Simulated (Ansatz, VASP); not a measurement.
# AlOs (Al-Os stack, (100) layers) in two plane-wave programs

Aim: how closely do two programs agree when they are given the same cell, functional and k mesh? The cell is taken from a series of runs on this material, whose earlier steps may have relaxed, scaled, displaced or heated it; both programs get it as it stands.

Method: plane waves, with VASP 6.6.1 beside it; PBEsol, in Ansatz 0.2.0.

### Step 1. The starting structure

The cell holds 2 atoms: 1 Al and 1 Os. Its edges and angles: a = 2.570 Å, b = 2.570 Å, c = 27.632 Å, α = 90.0°, β = 90.0°, γ = 90.0°. It derives from AlOs. Vacuum lies along c.

As a file:

```xyz
2
Lattice="2.5704 0.0000 0.0000 0.0000 2.5704 0.0000 0.0000 0.0000 27.6318" Properties=species:S:1:pos:R:3
Al    0.0000    0.0000    5.4756
Os    1.2852    1.2852    7.4403
```

### Step 2. VASP: zone-centre phonons, PBEsol

Second derivatives magnify differences that forces hide, and they need a tight electronic threshold.

Lines of VASP's logs that name or quote its potential files are left out, and so is its time.

Input file INCAR:

```
SYSTEM = AlOs
PREC = Accurate
ENCUT = 600
EDIFF = 1E-08
NELM = 120
ISMEAR = 1
SIGMA = 0.2
LREAL = .FALSE.
ALGO = Normal
GGA = PS
NBANDS = 11
LASPH = .TRUE.
LORBIT = 11
LWAVE = .FALSE.
LCHARG = .FALSE.
ISIF = 2
IBRION = 8
GGA_COMPAT = .FALSE.
NELMDL = -8
KPAR = 2
```

Input file POSCAR:

```
AlOs
1.0
    2.5703579919      0.0000000000      0.0000000000
    0.0000000000      2.5703579919      0.0000000000
    0.0000000000      0.0000000000     27.6317587693
Al Os
1 1
Direct
    0.0000000000      0.0000000000      0.1981617509
    0.5000000000      0.5000000000      0.2692670548
```

Input file KPOINTS:

```
Automatic mesh
0
Gamma
6 6 1
0 0 0
```

Potentials, in the order of the species: Al and Os (PBE family, release 64).

Command:

```bash
$ mpirun -np 2 vasp_std
```

Numbers of over 12 decimals in the logs are rounded to 6 here.

The log of the run:

```text
[banner, memory and clock lines left out]
running    2 mpi-ranks, on    1 nodes
 distrk:  each k-point on    1 cores,    2 groups
 distr:  one band on    1 cores,    1 groups

 POSCAR found type information on POSCAR AlOs
 POSCAR found :  2 types and       2 ions
|                                                                             |
|               ----> ADVICE to this user running VASP <----                  |
|                                                                             |
|     You enforced a specific xc type in the INCAR file but a different       |
|     [... a line on the potential file left out ...]
|     I HOPE YOU KNOW WHAT YOU ARE DOING!                                     |
|                                                                             |

 LDA part: xc-table for (Slater+PW92), standard interpolation
 POSCAR, INCAR and KPOINTS ok, starting setup
 FFT: planning ... GRIDC
 FFT: planning ... GRID_SOFT
 FFT: planning ... GRID
 WAVECAR not read
 entering main loop
       N       E                     dE             d eps       ncg     rms          rms(c)
DAV:   1     0.644990091377E+02    0.64499E+02   -0.37573E+03   220   0.751E+02
DAV:   2    -0.102589482453E+02   -0.74758E+02   -0.66020E+02   376   0.161E+02
DAV:   3    -0.148854284628E+02   -0.46265E+01   -0.44373E+01   286   0.420E+01
DAV:   4    -0.149941557338E+02   -0.10873E+00   -0.10809E+00   308   0.779E+00
DAV:   5    -0.149967545502E+02   -0.25988E-02   -0.25977E-02   274   0.112E+00
DAV:   6    -0.149968885673E+02   -0.13402E-03   -0.13401E-03   329   0.249E-01
DAV:   7    -0.149968911334E+02   -0.25661E-05   -0.25661E-05   299   0.264E-02
DAV:   8    -0.149968913289E+02   -0.19548E-06   -0.19571E-06   348   0.623E-03    0.140E+01
DAV:   9    -0.145939355666E+02    0.40296E+00   -0.12902E+01   280   0.181E+01    0.579E+00
DAV:  10    -0.155126774785E+02   -0.91874E+00   -0.32485E+01   285   0.185E+01    0.677E+00
DAV:  11    -0.139241001148E+02    0.15886E+01   -0.68674E+00   296   0.140E+01    0.688E-01
DAV:  12    -0.139238838741E+02    0.21624E-03   -0.21051E-01   264   0.273E+00    0.401E-01
DAV:  13    -0.139211380725E+02    0.27458E-02   -0.57883E-03   307   0.668E-01    0.292E-01
DAV:  14    -0.139200161554E+02    0.11219E-02   -0.75965E-04   267   0.141E-01    0.955E-02
[...]
DAV:  24    -0.139202099011E+02   -0.20622E-05   -0.43356E-08   278   0.101E-03    0.191E-03
DAV:  25    -0.139202151773E+02   -0.52762E-05   -0.22164E-07   250   0.179E-03    0.137E-03
DAV:  26    -0.139202162478E+02   -0.10705E-05   -0.32824E-08   259   0.815E-04    0.542E-04
DAV:  27    -0.139202168486E+02   -0.60077E-06   -0.10606E-08   218   0.430E-04    0.107E-04
DAV:  28    -0.139202170737E+02   -0.22513E-06   -0.41693E-09   187   0.230E-04    0.134E-04
DAV:  29    -0.139202171238E+02   -0.50063E-07   -0.29134E-10   185   0.103E-04    0.444E-05
DAV:  30    -0.139202171498E+02   -0.25967E-07   -0.23140E-10   153   0.825E-05    0.407E-05
DAV:  31    -0.139202171566E+02   -0.68400E-08    0.62217E-12   178   0.669E-05
   1 F= -.13920217E+02 E0= -.13917232E+02  d E =-.895610E-02
 Linear response reoptimize wavefunctions to high precision
DAV:   1    -0.139202171599E+02   -0.32616E-08    0.75548E-11   171   0.184E-05
DAV:   2    -0.139202171598E+02    0.26830E-10    0.82371E-11   149   0.810E-06
 Linear response DOF=           4
 Linear response progress:
  Degree of freedom:   1/  4
       N       E                     dE             d eps       ncg     rms          rms(c)
RMM:   1    -0.390764212686E-02   -0.39076E-02   -0.37104E-03   705   0.418E-01
RMM:   2    -0.372989469110E-02    0.17775E-03   -0.13517E-04   538   0.109E-01    0.432E-02
RMM:   3    -0.370754422448E-02    0.22350E-04   -0.17839E-05   550   0.297E-02    0.246E-02
RMM:   4    -0.372172123159E-02   -0.14177E-04   -0.11908E-05   578   0.226E-02    0.417E-03
RMM:   5    -0.372489465085E-02   -0.31734E-05   -0.33733E-07   602   0.421E-03    0.976E-04
RMM:   6    -0.372481630567E-02    0.78345E-07   -0.39668E-08   603   0.133E-03    0.421E-04
RMM:   7    -0.372478473703E-02    0.31569E-07   -0.81093E-09   607   0.458E-04    0.216E-04
RMM:   8    -0.372474177161E-02    0.42965E-07    0.14219E-09   610   0.259E-04    0.370E-05
RMM:   9    -0.372478566628E-02   -0.43895E-07   -0.98050E-10   608   0.704E-05    0.216E-05
RMM:  10    -0.372477918993E-02    0.64764E-08   -0.20866E-10   597   0.302E-05    0.258E-06
 first order change of Fermi-energy   0.43685E-03
 force on displaced ion       1 direction 1 :  -1.381   0.000  -0.001
 Linear response progress:
  Degree of freedom:   2/  4
       N       E                     dE             d eps       ncg     rms          rms(c)
RMM:   1    -0.215703557702E-01   -0.21570E-01    0.82061E-03   474   0.836E-01
RMM:   2    -0.215567265550E-01    0.13629E-04   -0.10828E-03   348   0.246E-01    0.179E-01
RMM:   3    -0.217009300785E-01   -0.14420E-03   -0.50507E-04   378   0.135E-01    0.105E-01
RMM:   4    -0.216274233439E-01    0.73507E-04   -0.40085E-04   362   0.113E-01    0.529E-02
RMM:   5    -0.216420158191E-01   -0.14592E-04   -0.10920E-04   357   0.649E-02    0.165E-02
RMM:   6    -0.216176550156E-01    0.24361E-04   -0.33523E-06   376   0.118E-02    0.205E-03
RMM:   7    -0.216171017327E-01    0.55328E-06   -0.17104E-07   377   0.240E-03    0.126E-03
RMM:   8    -0.216200627211E-01   -0.29610E-05   -0.14727E-07   372   0.175E-03    0.411E-04
RMM:   9    -0.216206725635E-01   -0.60984E-06   -0.10106E-08   347   0.522E-04    0.252E-04
RMM:  10    -0.216237564640E-01   -0.30839E-05   -0.17729E-07   391   0.120E-03    0.245E-04
RMM:  11    -0.216237909561E-01   -0.34492E-07   -0.21505E-08   376   0.423E-04    0.973E-05
RMM:  12    -0.216240827075E-01   -0.29175E-06   -0.23930E-08   397   0.345E-04    0.580E-05
RMM:  13    -0.216240920777E-01   -0.93702E-08   -0.34912E-08   408   0.278E-04    0.650E-05
 first order change of Fermi-energy  -0.47305E+00
 force on displaced ion       1 direction 3 :   0.000   0.000  -6.833
 Linear response progress:
  Degree of freedom:   3/  4
       N       E                     dE             d eps       ncg     rms          rms(c)
RMM:   1    -0.195350180988E+00   -0.19535E+00   -0.10524E-01   611   0.254E+00
RMM:   2    -0.195265398735E+00    0.84782E-04   -0.13111E-03   535   0.303E-01    0.123E-01
RMM:   3    -0.194498674134E+00    0.76672E-03   -0.28992E-04   538   0.110E-01    0.699E-02
RMM:   4    -0.194035600827E+00    0.46307E-03   -0.37381E-04   539   0.130E-01    0.848E-03
RMM:   5    -0.194055412808E+00   -0.19812E-04   -0.63966E-06   573   0.187E-02    0.175E-03
RMM:   6    -0.194047830641E+00    0.75822E-05   -0.29901E-07   605   0.320E-03    0.112E-03
RMM:   7    -0.194044103227E+00    0.37274E-05   -0.44191E-08   609   0.143E-03    0.446E-04
RMM:   8    -0.194038475996E+00    0.56272E-05   -0.63901E-09   607   0.463E-04    0.482E-05
RMM:   9    -0.194037972502E+00    0.50349E-06   -0.38673E-10   620   0.100E-04    0.195E-05
RMM:  10    -0.194037980244E+00   -0.77417E-08   -0.75349E-11   610   0.374E-05    0.804E-06
 first order change of Fermi-energy  -0.22151E-02
 force on displaced ion       2 direction 1 :  -1.384   0.000   0.002
 Linear response progress:
  Degree of freedom:   4/  4
       N       E                     dE             d eps       ncg     rms          rms(c)
RMM:   1    -0.292597158864E+00   -0.29260E+00   -0.11475E-01   392   0.269E+00
RMM:   2    -0.291506466743E+00    0.10907E-02   -0.15346E-03   334   0.339E-01    0.220E-01
RMM:   3    -0.291199583493E+00    0.30688E-03   -0.41340E-04   365   0.126E-01    0.110E-01
RMM:   4    -0.291442764850E+00   -0.24318E-03   -0.48411E-04   384   0.151E-01    0.787E-02
RMM:   5    -0.291351107365E+00    0.91657E-04   -0.15536E-04   376   0.693E-02    0.150E-02
RMM:   6    -0.291355844066E+00   -0.47367E-05   -0.52330E-06   368   0.186E-02    0.668E-03
RMM:   7    -0.291307077826E+00    0.48766E-04   -0.70210E-07   375   0.591E-03    0.125E-03
RMM:   8    -0.291301877842E+00    0.52000E-05   -0.64844E-08   372   0.200E-03    0.521E-04
RMM:   9    -0.291297445456E+00    0.44324E-05   -0.21436E-08   378   0.686E-04    0.177E-04
RMM:  10    -0.291296636879E+00    0.80858E-06   -0.72072E-09   380   0.361E-04    0.988E-05
RMM:  11    -0.291295899963E+00    0.73692E-06   -0.19863E-08   375   0.354E-04    0.875E-05
RMM:  12    -0.291295934136E+00   -0.34173E-07   -0.30267E-09   396   0.107E-04    0.377E-05
RMM:  13    -0.291295654390E+00    0.27975E-06   -0.37571E-09   399   0.103E-04    0.209E-05
RMM:  14    -0.291295617910E+00    0.36480E-07   -0.64237E-09   406   0.107E-04    0.211E-05
RMM:  15    -0.291295610429E+00    0.74809E-08   -0.12274E-08   400   0.396E-05    0.108E-05
 first order change of Fermi-energy   0.47528E+00
 force on displaced ion       2 direction 3 :  -0.000  -0.000  -6.832
 Linear response finished
```

From OUTCAR (step 2):

```text
ion  position               nearest neighbor table
   1  0.000  0.000  0.198-   2 2.68   2 2.68   2 2.68   2 2.68
   2  0.500  0.500  0.269-   1 2.68   1 2.68   1 2.68   1 2.68

  LATTYP: Found a simple tetragonal cell.
 ALAT       =     2.5703579919
 C/A-ratio  =    10.7501596495

 Subroutine GETGRP returns: Found  8 space group operations
 (whereof  8 operations were pure point group operations)

The static configuration has the point symmetry C_4v.

 Found     10 irreducible k-points:

   k-points           NKPTS =     10   k-points in BZ     NKDIM =     10   number of bands    NBANDS=     11

   dimension x,y,z NGX =    24 NGY =   24 NGZ =  224
   dimension x,y,z NGXF=    48 NGYF=   48 NGZF=  448

   ENCUT  =  600.0 eV  44.10 Ry    6.64 a.u.   5.13  5.13 55.19*2*pi/ulx,y,z

   NELECT =      11.0000    total number of electrons

 k-points in reciprocal lattice and weights: Automatic mesh
   0.00000000  0.00000000  0.00000000       0.028
   0.16666667  0.00000000  0.00000000       0.111
   0.33333333  0.00000000  0.00000000       0.111
   0.50000000  0.00000000  0.00000000       0.056
   0.16666667  0.16666667  0.00000000       0.111
   0.33333333  0.16666667  0.00000000       0.222
   0.50000000  0.16666667  0.00000000       0.111
   0.33333333  0.33333333  0.00000000       0.111
   0.50000000  0.33333333  0.00000000       0.111
   0.50000000  0.50000000  0.00000000       0.028

 average (electrostatic) potential at core
       1 -82.9082       2 -54.7312

  Total        0.2169068      0.2169068     -0.2127855      0.0000000      0.0000000      0.0000000
  in kB        1.9036539      1.9036539     -1.8674834      0.0000000      0.0000000      0.0000000
  external PRESSURE =       0.6466081 kB  Pullay stress =       0.0000000 kB

  energy-cutoff  :      600.00
  volume of cell :      182.56
      direct lattice vectors                 reciprocal lattice vectors
     2.570357992  0.000000000  0.000000000     0.389050865  0.000000000  0.000000000
     0.000000000  2.570357992  0.000000000     0.000000000  0.389050865  0.000000000
     0.000000000  0.000000000 27.631758769     0.000000000  0.000000000  0.036190241

 POSITION                                       TOTAL-FORCE (eV/Angst)
 -----------------------------------------------------------------------------------
      0.00000      0.00000      5.47556         0.000000     -0.000000      0.105990
      1.28518      1.28518      7.44032         0.000000      0.000000     -0.105990
 -----------------------------------------------------------------------------------
    total drift:                                0.000000      0.000000      0.000031

 Eigenvectors and eigenvalues of the dynamical matrix
 ----------------------------------------------------

   1 f  =    8.407002 THz    52.822753 2PiTHz  280.427408 cm-1    34.768552 meV
             X         Y         Z           dx          dy          dz
      0.000000  0.000000  5.475558     0.000000    0.000000    0.935835
      1.285179  1.285179  7.440322    -0.000000    0.000000   -0.352438

   2 f  =    3.779805 THz    23.749215 2PiTHz  126.080721 cm-1    15.632010 meV
             X         Y         Z           dx          dy          dz
      0.000000  0.000000  5.475558    -0.000037    0.935706    0.000000
      1.285179  1.285179  7.440322     0.000014   -0.352781    0.000000

   3 f  =    3.779805 THz    23.749215 2PiTHz  126.080721 cm-1    15.632010 meV
             X         Y         Z           dx          dy          dz
      0.000000  0.000000  5.475558    -0.935706   -0.000037    0.000000
      1.285179  1.285179  7.440322     0.352781    0.000014    0.000000

   4 f/i=    0.000261 THz     0.001643 2PiTHz    0.008720 cm-1     0.001081 meV
             X         Y         Z           dx          dy          dz
      0.000000  0.000000  5.475558    -0.000000    0.000000   -0.352438
      1.285179  1.285179  7.440322     0.000000    0.000000   -0.935835

   5 f/i=    0.001270 THz     0.007979 2PiTHz    0.042361 cm-1     0.005252 meV
             X         Y         Z           dx          dy          dz
      0.000000  0.000000  5.475558     0.010302   -0.352631   -0.000000
      1.285179  1.285179  7.440322     0.027326   -0.935307    0.000000

   6 f/i=    0.001270 THz     0.007979 2PiTHz    0.042361 cm-1     0.005252 meV
             X         Y         Z           dx          dy          dz
      0.000000  0.000000  5.475558     0.352631    0.010302   -0.000000
      1.285179  1.285179  7.440322     0.935307    0.027326    0.000000

 ELASTIC MODULI CONTR FROM IONIC RELAXATION (kBar)
 Direction    XX          YY          ZZ          XY          YZ          ZX
 --------------------------------------------------------------------------------
 XX         -89.4390    -89.4390   -145.0525      0.0000      0.0000      0.0000
 YY         -89.4390    -89.4390   -145.0525      0.0000      0.0000      0.0000
 ZZ        -145.0525   -145.0525   -235.2465      0.0000      0.0000      0.0000
 XY           0.0000      0.0000      0.0000      0.0000      0.0000      0.0000
 YZ           0.0000      0.0000      0.0000      0.0000    -47.7439      0.0000
 ZX           0.0000      0.0000      0.0000      0.0000      0.0000    -20.4933
 --------------------------------------------------------------------------------
```

(Continued in part 2 of 2.)

[Lines on the potential files, build, host, timing and source positions are cut from VASP's logs without a mark.]

[Logs are printed without paths, hosts, clocks, repeated set-up lines and the standing remarks that a program may print on its own settings, such as how far it seeks lower states.]

[Hosts, paths, dates, database ids (printed as entryN), source tags and the programs' standing remarks are cut or masked in the printed files.]
